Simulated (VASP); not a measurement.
**SiO2: excitons from the Bethe-Salpeter equation**

Wanted: the lowest vertical excitons of SiO2 and its absorption. The cell has space group I-42d. The start is a cell from a database of measured crystal structures.

Calculated with VASP 6.6.1; LDA; plane waves and PAW (Si_GW, O_GW), in the first sound run; inputs show where later runs differ.

This is a report of a sequence of runs, with most program output left out.

## 1. Set-up

Symmetry: I-42d, No. 122, tetragonal system. Conventional cell: a = 4.748 Å, b = 4.748 Å, c = 7.488 Å, α = 90.00°, β = 90.00°, γ = 90.00°. Nearest to Si lie 4 O at 1.62 Å. Nearest to O lie 2 Si at 1.62 Å. Farther neighbours and most contacts between anions are not listed.

## 2. Ground state

The orbitals come from a self-consistent LDA run with a tight EDIFF and a narrow smearing. KPOINTS_OPT adds the bands along a path, which shows whether the mesh holds the band edges.

INCAR

```
SYSTEM = SiO2
PREC = Accurate
ENCUT = 440
EDIFF = 1E-08
NELM = 100
ISMEAR = 0
SIGMA = 0.01
LREAL = .FALSE.
ALGO = Normal
GGA = CA
NBANDS = 22
LORBIT = 11
LWAVE = .TRUE.
LCHARG = .FALSE.
KPAR = 8
```

POSCAR

```
SiO2
1.0
   -2.3740500000      2.3740500000      3.7440000000
    2.3740500000     -2.3740500000      3.7440000000
    2.3740500000      2.3740500000     -3.7440000000
Si O
2 4
Direct
    0.0000000000      0.0000000000      0.0000000000
    0.7500000000      0.2500000000      0.5000000000
    0.9983800000      0.6250000000      0.8733800000
    0.3750000000      0.2483800000      0.3733800000
    0.7516200000      0.1250000000      0.1266200000
    0.8750000000      0.0016200000      0.6266200000
```

KPOINTS

```
Automatic mesh
0
Gamma
6 6 6
0 0 0
```

KPOINTS_OPT

```
Line mode
12
Line-mode
Reciprocal
  0.00000000   0.00000000   0.00000000 GAMMA
  0.50000000  -0.50000000   0.00000000 X

  0.50000000  -0.50000000   0.00000000 X
  0.50000000  -0.50000000   0.20103795 Y

  0.50000000  -0.50000000   0.20103795 Y
  0.35051897  -0.35051897   0.35051897 S

  0.35051897  -0.35051897   0.35051897 S
  0.00000000   0.00000000   0.00000000 GAMMA

  0.00000000   0.00000000   0.00000000 GAMMA
  0.50000000   0.50000000  -0.50000000 Z

  0.50000000   0.50000000  -0.50000000 Z
  0.64948103   0.35051897  -0.35051897 S1

  0.64948103   0.35051897  -0.35051897 S1
  0.50000000   0.00000000   0.00000000 N

  0.50000000   0.00000000   0.00000000 N
  0.75000000  -0.25000000  -0.25000000 P

  0.75000000  -0.25000000  -0.25000000 P
  0.79896205   0.20103795  -0.50000000 Y1

  0.79896205   0.20103795  -0.50000000 Y1
  0.50000000   0.50000000  -0.50000000 Z

  0.50000000  -0.50000000   0.00000000 X
  0.75000000  -0.25000000  -0.25000000 P
```

Potentials, in the order of the species: Si_GW and O_GW (LDA family, release 64).

Launch:

```console
$ mpirun -np 8 vasp_std
```

Elapsed: 38 s, on 8 MPI ranks of Intel Xeon Platinum 8488C (Sapphire Rapids), shared host; peak memory 1.9 GiB.

Numbers from this step:

```
free energy (TOTEN)               : -51.8875 eV
Fermi energy                      : -0.4966 eV
pressure                          : -5.134 GPa
least gap on mesh and path        : 5.822 eV
least direct gap on mesh and path : 5.822 eV
```

The highest empty bands on the path are converged less tightly, to about 0.1 eV. Electronic bands along the path, in eV, zero at the valence-band top; v1 is the highest filled band, c1 the lowest empty one:

| point | v4 | v3 | v2 | v1 | c1 | c2 | c3 | c4 |
| --- | --- | --- | --- | --- | --- | --- | --- | --- |
| Γ | -1.34 | -1.02 | 0.00 | 0.00 | 5.82 | 8.42 | 11.07 | 11.08 |
| 0.55 of the way | -1.26 | -0.72 | -0.12 | -0.11 | 7.33 | 9.42 | 9.86 | 10.41 |
| X | -0.75 | -0.75 | -0.23 | -0.23 | 9.24 | 9.24 | 9.92 | 9.92 |
| 0.55 of the way | -0.76 | -0.76 | -0.27 | -0.27 | 9.23 | 9.23 | 9.98 | 9.98 |
| Y | -0.87 | -0.87 | -0.29 | -0.29 | 9.23 | 9.23 | 9.76 | 9.76 |
| 0.55 of the way | -1.06 | -0.99 | -0.37 | -0.17 | 8.94 | 9.16 | 9.51 | 9.70 |
| S | -1.17 | -1.01 | -0.40 | -0.14 | 8.83 | 9.08 | 9.43 | 9.74 |
| 0.45 of the way | -1.10 | -0.84 | -0.24 | -0.11 | 7.26 | 9.32 | 9.84 | 10.71 |
| Γ | -1.34 | -1.02 | 0.00 | 0.00 | 5.82 | 8.42 | 11.07 | 11.09 |
| 0.55 of the way | -1.65 | -1.07 | -0.08 | -0.08 | 7.13 | 8.91 | 9.84 | 9.84 |
| Z | -1.50 | -1.50 | -0.11 | -0.11 | 8.79 | 8.79 | 9.46 | 9.46 |
| 0.45 of the way | -1.51 | -1.34 | -0.17 | -0.12 | 8.85 | 8.93 | 9.33 | 9.51 |
| S1 | -1.17 | -1.01 | -0.40 | -0.14 | 8.83 | 9.08 | 9.43 | 9.74 |
| 0.45 of the way | -1.06 | -0.77 | -0.47 | -0.15 | 8.47 | 9.01 | 9.62 | 10.01 |
| N | -1.28 | -0.68 | -0.28 | -0.18 | 8.21 | 8.95 | 9.77 | 9.98 |
| 0.45 of the way | -1.17 | -0.79 | -0.33 | -0.15 | 8.54 | 9.13 | 9.81 | 9.82 |
| P | -0.81 | -0.81 | -0.29 | -0.29 | 9.22 | 9.22 | 9.69 | 9.69 |
| 0.55 of the way | -0.85 | -0.75 | -0.37 | -0.19 | 9.22 | 9.26 | 9.61 | 9.93 |
| Y1 | -0.87 | -0.87 | -0.29 | -0.29 | 9.23 | 9.23 | 9.76 | 9.76 |
| 0.45 of the way | -1.23 | -1.23 | -0.19 | -0.19 | 9.06 | 9.06 | 9.40 | 9.40 |
| Z | -1.50 | -1.50 | -0.11 | -0.11 | 8.79 | 8.79 | 9.46 | 9.46 |
| jump to X | -0.75 | -0.75 | -0.23 | -0.23 | 9.24 | 9.24 | 9.92 | 9.92 |
| 0.45 of the way | -0.77 | -0.77 | -0.26 | -0.26 | 9.23 | 9.23 | 9.80 | 9.80 |
| P | -0.81 | -0.81 | -0.29 | -0.29 | 9.22 | 9.22 | 9.69 | 9.69 |

Of the projections kept (Si, O), the largest for each band there; the rest of the weight can lie on other orbitals:

| point | v4 | v3 | v2 | v1 | c1 | c2 | c3 | c4 |
| --- | --- | --- | --- | --- | --- | --- | --- | --- |
| Γ | O 0.89 | O 0.90 | O 0.98 | O 0.98 | O 0.71 | Si 0.81 | Si 0.69 | Si 0.68 |
| X | O 0.94 | O 0.94 | O 0.95 | O 0.95 | O 0.64 | O 0.64 | Si 0.72 | Si 0.72 |
| Y | O 0.92 | O 0.92 | O 0.96 | O 0.96 | O 0.53 | O 0.53 | O 0.63 | O 0.63 |
| S | O 0.92 | O 0.91 | O 0.95 | O 0.97 | O 0.60 | Si 0.51 | O 0.77 | O 0.65 |
| Γ | O 0.89 | O 0.90 | O 0.98 | O 0.98 | O 0.71 | Si 0.81 | Si 0.69 | Si 0.67 |
| Z | O 0.90 | O 0.90 | O 0.96 | O 0.96 | O 0.74 | O 0.74 | O 0.51 | O 0.51 |

The cell has a gap of 5.82 eV on mesh and path and a pressure of -5.1 GPa, which holds the misfit of the given cell and coordinates with this functional, and any error of cutoff, mesh and data sets. Forces of up to 0.25 eV/Å remain in these settings.

## 3. Empty bands

ALGO = Exact makes the empty bands from the converged ground state in one step. LOPTICS writes the k-derivatives of the orbitals (WAVEDER), which give the long-wavelength limit of the screening.

INCAR

```
SYSTEM = SiO2
PREC = Accurate
ENCUT = 440
ISMEAR = 0
SIGMA = 0.01
LREAL = .FALSE.
GGA = CA
NBANDS = 192
ALGO = Exact
NELM = 1
LWAVE = .TRUE.
LCHARG = .FALSE.
LOPTICS = .TRUE.
NEDOS = 1000
CSHIFT = 0.1
```

POSCAR is that of step 2.

KPOINTS is that of step 2.

Launch:

```console
$ mpirun -np 8 vasp_std
```

The job ended after 68 s (8 MPI ranks; peak memory 3.4 GiB; 8.9 min of CPU time).

The gap is read on the k-mesh alone, so it is an upper bound where the band edges lie off the mesh.

This step gave:

```yaml
gap_on_the_k_mesh: 5.822 eV
least_direct_gap_on_the_k_mesh: 5.822 eV
```

WAVECAR now holds 192 bands for 32 electrons. Its independent-particle dielectric tensor has xx, yy, zz = 2.5, 2.5, 2.5 on this mesh, which isn't tested for convergence in mesh or bands and lacks local fields.

## 4. G0W0

This step: G0W0 on LDA; plane waves and PAW (Si_GW, O_GW) (VASP 6.6.1).

One pass of GW corrects the levels to first order, with G and W from the starting orbitals. LWAVE keeps the quasiparticle levels in WAVECAR, and the W files hold the screened interaction for the next step.

INCAR

```
SYSTEM = SiO2
PREC = Accurate
ENCUT = 440
ISMEAR = 0
SIGMA = 0.01
LREAL = .FALSE.
GGA = CA
NBANDS = 192
ALGO = EVGW0
NELMGW = 1
ENCUTGW = 100
NOMEGA = 48
PRECFOCK = Fast
NBANDSGW = 24
LWAVE = .TRUE.
LCHARG = .FALSE.
```

POSCAR is that of step 3.

KPOINTS is that of step 3.

Launch:

```console
$ mpirun -np 8 vasp_std
```

Elapsed: 21 min, on 8 MPI ranks; peak memory 3.9 GiB; 2.8 h of CPU time.

Numbers from this step:

```
quasiparticle gap on the mesh                 : 8.850 eV
smallest direct quasiparticle gap on the mesh : 8.850 eV
gap of the starting orbitals on the mesh      : 5.822 eV
```

GW takes the gap from 5.822 to 8.850 eV. The value holds for 192 bands, ENCUTGW = 100 eV and this mesh, and isn't shown to be converged in them.

## 5. BSE, Tamm-Dancoff

This step: BSE on G0W0 on LDA; plane waves and PAW (Si_GW, O_GW) (VASP 6.6.1).

The Bethe-Salpeter equation adds the screened attraction of electron and hole to the quasiparticle pairs; ANTIRES = 0 leaves out the coupling to antiresonant pairs.

INCAR

```
SYSTEM = SiO2
PREC = Accurate
ENCUT = 440
ISMEAR = 0
SIGMA = 0.01
LREAL = .FALSE.
GGA = CA
NBANDS = 192
ALGO = BSE
NBANDSO = 4
NBANDSV = 4
OMEGAMAX = 25
NEDOS = 1000
CSHIFT = 0.1
PRECFOCK = Fast
LWAVE = .FALSE.
LCHARG = .FALSE.
ENCUTGW = 100
ANTIRES = 0
```

POSCAR is that of step 4.

KPOINTS is that of step 4.

Launch:

```console
$ mpirun -np 8 vasp_std
```

Elapsed: 72 s, on 8 MPI ranks; peak memory 4.4 GiB.

This step gave:

| Quantity | Value |
| --- | --- |
| lowest excitation | 7.778 eV |
| direct gap less the lowest excitation | 1.072 eV |

The imaginary dielectric function has structure finer than the step of the table below, so its rows give means over 0.5 eV, whole bins alone (the curve runs from 0 to 25 eV). Peaks (eV: height): xx 9.96: 2.79, 10.21: 3.33, 10.96: 1.74; zz 9.46: 2.02, 9.83: 2.37, 10.46: 4.63, 10.84: 3.43.

From 4 filled and 4 empty bands alone, without any pair above OMEGAMAX = 25 eV, so strength is missing wherever others contribute; lines are broadened by CSHIFT, which also makes the tail under the first line. Imaginary dielectric function against photon energy; means over each step:

| photon energy (eV) | xx | zz |
| --- | --- | --- |
| 0.5 | 3.0e-4 | 3.2e-4 |
| 1.0 | 6.1e-4 | 6.6e-4 |
| 1.5 | 9.5e-4 | 0.00102 |
| 2.0 | 0.00128 | 0.00138 |
| 2.5 | 0.00168 | 0.00184 |
| 3.0 | 0.00212 | 0.00232 |
| 3.5 | 0.00265 | 0.00290 |
| 4.0 | 0.00326 | 0.00360 |
| 4.5 | 0.00402 | 0.00443 |
| 5.0 | 0.00500 | 0.00552 |
| 5.5 | 0.00627 | 0.00697 |
| 6.0 | 0.00799 | 0.00893 |
| 6.5 | 0.0104 | 0.0117 |
| 7.0 | 0.0141 | 0.0160 |
| 7.5 | 0.0222 | 0.0232 |
| 8.0 | 0.0356 | 0.0373 |
| 8.5 | 0.0693 | 0.0875 |
| 9.0 | 0.180 | 0.271 |
| 9.5 | 0.924 | 1.51 |
| 10.0 | 2.49 | 1.76 |
| 10.5 | 2.25 | 3.05 |
| 11.0 | 1.33 | 2.21 |
| 11.5 | 1.29 | 0.833 |
| 12.0 | 0.985 | 0.732 |
| 12.5 | 0.750 | 0.488 |
| 13.0 | 0.531 | 0.336 |
| 13.5 | 0.426 | 0.250 |
| 14.0 | 0.236 | 0.154 |
| 14.5 | 0.0949 | 0.0920 |
| 15.0 | 0.0471 | 0.0538 |
| 15.5 | 0.0234 | 0.0261 |
| 16.0 | 0.0109 | 0.00994 |
| 16.5 | 0.00787 | 0.00719 |
| 17.0 | 0.00616 | 0.00569 |
| 17.5 | 0.00501 | 0.00466 |
| 18.0 | 0.00417 | 0.00390 |
| 18.5 | 0.00354 | 0.00332 |
| 19.0 | 0.00306 | 0.00286 |
| 19.5 | 0.00266 | 0.00250 |
| 20.0 | 0.00232 | 0.00220 |
| 20.5 | 0.00205 | 0.00195 |
| 21.0 | 0.00182 | 0.00175 |
| 21.5 | 0.00164 | 0.00156 |
| 22.0 | 0.00147 | 0.00142 |
| 22.5 | 0.00132 | 0.00128 |
| 23.0 | 0.00120 | 0.00116 |
| 23.5 | 0.00110 | 0.00106 |
| 24.0 | 0.00100 | 9.8e-4 |
| 24.5 | 9.1e-4 | 9.0e-4 |

Some of the lowest 40 states alone, with states under 2.5 meV apart joined, scaled to the strongest line shown. Exciton lines, with heights relative to the strongest:

| position (eV) | lines merged | oscillator strength |
| --- | --- | --- |
| 7.778 | 2 | 5.5 |
| 8.322 | 2 | 5.5 |
| 8.578 | 1 | 0.0 |
| 8.612 | 1 | 0.0 |
| 8.616 | 1 | 0.0 |
| 8.623 | 3 | 4.4 |
| 8.758 | 2 | 11 |
| 8.768 | 3 | 21 |
| 8.777 | 1 | 0.0 |
| 8.808 | 2 | 0.8 |
| 8.836 | 1 | 0.0 |
| 8.862 | 2 | 16 |
| 8.879 | 2 | 0.4 |
| 8.959 | 2 | 0.0 |
| 8.965 | 2 | 7.1 |
| 8.969 | 1 | 0.0 |
| 8.973 | 2 | 0.0 |
| 8.984 | 1 | 0.0 |
| 9.189 | 2 | 54 |
| 9.370 | 2 | 1.3 |
| 9.380 | 1 | 0.0 |
| 9.390 | 1 | 100 |
| 9.398 | 1 | 0.0 |

The lowest excitation lies at 7.778 eV, -1072 meV against the direct gap of these orbitals. No second mesh in this session tests these energies, peaks and heights.

## 6. Without the electron-hole attraction

This step: BSE on G0W0 on LDA, without the electron-hole attraction; plane waves and PAW (Si_GW, O_GW) (VASP 6.6.1).

LADDER = .FALSE. removes the attraction and keeps the local fields, which shows what the attraction does.

INCAR: that of step 5 with these lines changed.

```diff
@@ -19 +19,2 @@
 ANTIRES = 0
+LADDER = .FALSE.
```

POSCAR is that of step 5.

KPOINTS is that of step 5.

Launch:

```console
$ mpirun -np 8 vasp_std
```

Wall time 48 s (8 MPI ranks); peak memory 3.3 GiB.

Numbers from this step:

```
lowest excitation : 8.851 eV
```

The imaginary dielectric function has structure finer than the step of the table below, so its rows give means over 0.5 eV, whole bins alone (the curve runs from 0 to 25 eV). Peaks (eV: height): xx 13.76: 2.49, 15.34: 0.928; zz 10.76: 0.684, 11.46: 0.817, 13.84: 2.85.

From 4 filled and 4 empty bands alone, without any pair above OMEGAMAX = 25 eV, so strength is missing wherever others contribute; lines are broadened by CSHIFT, which also makes the tail under the first line. The imaginary dielectric function by photon energy; means over each step:

| photon energy (eV) | xx | zz |
| --- | --- | --- |
| 0.5 | 1.6e-4 | 1.6e-4 |
| 1.0 | 3.3e-4 | 3.4e-4 |
| 1.5 | 5.0e-4 | 5.1e-4 |
| 2.0 | 6.6e-4 | 7.1e-4 |
| 2.5 | 8.6e-4 | 9.1e-4 |
| 3.0 | 0.00108 | 0.00113 |
| 3.5 | 0.00131 | 0.00138 |
| 4.0 | 0.00157 | 0.00166 |
| 4.5 | 0.00187 | 0.00198 |
| 5.0 | 0.00223 | 0.00238 |
| 5.5 | 0.00265 | 0.00279 |
| 6.0 | 0.00313 | 0.00334 |
| 6.5 | 0.00376 | 0.00401 |
| 7.0 | 0.00454 | 0.00486 |
| 7.5 | 0.00557 | 0.00600 |
| 8.0 | 0.00699 | 0.00759 |
| 8.5 | 0.00904 | 0.01000 |
| 9.0 | 0.0127 | 0.0146 |
| 9.5 | 0.0231 | 0.0270 |
| 10.0 | 0.0345 | 0.0827 |
| 10.5 | 0.139 | 0.241 |
| 11.0 | 0.297 | 0.308 |
| 11.5 | 0.448 | 0.519 |
| 12.0 | 0.841 | 0.777 |
| 12.5 | 1.21 | 0.907 |
| 13.0 | 1.60 | 1.76 |
| 13.5 | 2.27 | 2.48 |
| 14.0 | 1.85 | 2.41 |
| 14.5 | 1.28 | 1.60 |
| 15.0 | 0.696 | 0.487 |
| 15.5 | 0.714 | 0.195 |
| 16.0 | 0.191 | 0.0752 |
| 16.5 | 0.0469 | 0.0305 |
| 17.0 | 0.0236 | 0.0188 |
| 17.5 | 0.0156 | 0.0135 |
| 18.0 | 0.0114 | 0.0102 |
| 18.5 | 0.00875 | 0.00805 |
| 19.0 | 0.00696 | 0.00653 |
| 19.5 | 0.00568 | 0.00539 |
| 20.0 | 0.00476 | 0.00454 |
| 20.5 | 0.00400 | 0.00385 |
| 21.0 | 0.00343 | 0.00332 |
| 21.5 | 0.00296 | 0.00291 |
| 22.0 | 0.00261 | 0.00254 |
| 22.5 | 0.00229 | 0.00226 |
| 23.0 | 0.00203 | 0.00200 |
| 23.5 | 0.00183 | 0.00180 |
| 24.0 | 0.00164 | 0.00162 |
| 24.5 | 0.00147 | 0.00145 |

The lowest excitation lies at 8.851 eV, +1073 meV against the Tamm-Dancoff singlet. No second mesh in this session tests these energies, peaks and heights.

## 7. Independent quasiparticles

This step: BSE on G0W0 on LDA, independent quasiparticles; plane waves and PAW (Si_GW, O_GW) (VASP 6.6.1).

With LADDER and LHARTREE off the pairs don't interact at all, so the lowest line must equal the direct gap.

INCAR: that of step 6 with these lines changed.

```diff
@@ -20 +20,2 @@
 LADDER = .FALSE.
+LHARTREE = .FALSE.
```

POSCAR is that of step 6.

KPOINTS is that of step 6.

Launch:

```console
$ mpirun -np 8 vasp_std
```

Elapsed: 20 s, on 8 MPI ranks; peak memory 3.4 GiB.

Numbers from this step:

```yaml
lowest_excitation: 8.850 eV
```

The imaginary dielectric function has structure finer than the step of the table below, so its rows give means over 1 eV, whole bins alone (the curve runs from 0 to 25 eV). Peaks (eV: height): xx 11.5: 0.779, 12.6: 2.04, 13.5: 2.44, 14.4: 1.54; zz 10.8: 0.740, 11.5: 0.888, 13.4: 2.80, 13.8: 2.68.

From 4 filled and 4 empty bands alone, without any pair above OMEGAMAX = 25 eV, so strength is missing wherever others contribute; lines are broadened by CSHIFT, which also makes the tail under the first line. Table of imaginary dielectric function by photon energy; means over each step:

| photon energy (eV) | xx | zz |
| --- | --- | --- |
| 1 | 3.5e-4 | 3.5e-4 |
| 2 | 7.1e-4 | 7.4e-4 |
| 3 | 0.00114 | 0.00118 |
| 4 | 0.00168 | 0.00172 |
| 5 | 0.00238 | 0.00244 |
| 6 | 0.00339 | 0.00349 |
| 7 | 0.00497 | 0.00514 |
| 8 | 0.00775 | 0.00811 |
| 9 | 0.0159 | 0.0175 |
| 10 | 0.0581 | 0.0914 |
| 11 | 0.365 | 0.411 |
| 12 | 0.980 | 0.792 |
| 13 | 1.97 | 2.10 |
| 14 | 1.75 | 1.98 |
| 15 | 0.588 | 0.474 |
| 16 | 0.0987 | 0.0838 |
| 17 | 0.0187 | 0.0180 |
| 18 | 0.00970 | 0.00968 |
| 19 | 0.00616 | 0.00623 |
| 20 | 0.00430 | 0.00434 |
| 21 | 0.00317 | 0.00320 |
| 22 | 0.00242 | 0.00246 |
| 23 | 0.00190 | 0.00194 |
| 24 | 0.00153 | 0.00157 |

The lowest excitation lies at 8.850 eV, +1072 meV against the Tamm-Dancoff singlet. No second mesh in this session tests these energies, peaks and heights.

## 8. Summary

This step: BSE on G0W0 on LDA; plane waves and PAW (VASP 6.6.1).

This step runs nothing: it gathers the runs above.

Cost is wall time times ranks on a shared host, for this step alone, without the steps before it. Excitations by level:

| level | first excitation (eV) | cost (core minutes) |
| --- | --- | --- |
| BSE, Tamm-Dancoff | 7.778 | 9.6 |
| without the electron-hole attraction | 8.851 | 6.4 |
| independent quasiparticles | 8.85 | 2.67 |

## 9. Results

| Item | Value |
| --- | --- |
| BSE, Tamm-Dancoff | lowest vertical excitation 7.778 eV; direct gap 8.850 eV |
| without the electron-hole attraction | lowest vertical excitation 8.851 eV; direct gap 8.850 eV |
| independent quasiparticles | lowest vertical excitation 8.850 eV; direct gap 8.850 eV |

What this shows: The Bethe-Salpeter equation puts the lowest vertical singlet excitation at 7.778 eV, 1.07 eV below the direct gap of 8.850 eV; the states within 10 meV of it carry 2 % of the strength of the strongest such group among the lowest 40 states. The attraction moves the centre of weight of eps2 xx over the computed range by -2.44 eV against the run without the attraction. The spectra were run on one mesh, so the distance from the gap isn't shown to be converged; coarse meshes tend to overstate it. Bands, response cutoff and mesh of the GW step weren't tested in this session. Only the bands set by NBANDSO and NBANDSV form pairs, and any pair above OMEGAMAX = 25 eV is dropped, so the spectrum is that of this window; the window can cut degenerate bands, and the ratio of directions in the curves is that of the window, not of the crystal. The given cell is kept, although it stands at -5.1 GPa at LDA and ENCUT = 440 eV, which holds the mismatch of the given cell with this functional and any basis-set error. The atoms weren't relaxed and carry forces of up to 0.25 eV/Å at LDA in the first static run, so the numbers belong to the given coordinates, and a relaxation would change them. Not tabulated here, as repeats of values shown or as unfit to read for their mesh, reference level or band range: eps2 curves (empty bands); eps1 curves and static values (BSE, empty bands, independent quasiparticles, without the electron-hole attraction); line lists of runs without attraction (independent quasiparticles, without the electron-hole attraction).

[Lines on the potential files, build, host, timing and source positions are cut from VASP's logs without a mark.]

[Logs are printed without paths, hosts, clocks, repeated set-up lines and the standing remarks that a program may print on its own settings, such as how far it seeks lower states.]

[Hosts, paths, dates, database ids (printed as entryN), source tags and the programs' standing remarks are cut or masked in the printed files.]

[Pressures printed for these runs are not shown converged in the cutoff: they can be off by several GPa and have the wrong sign.]
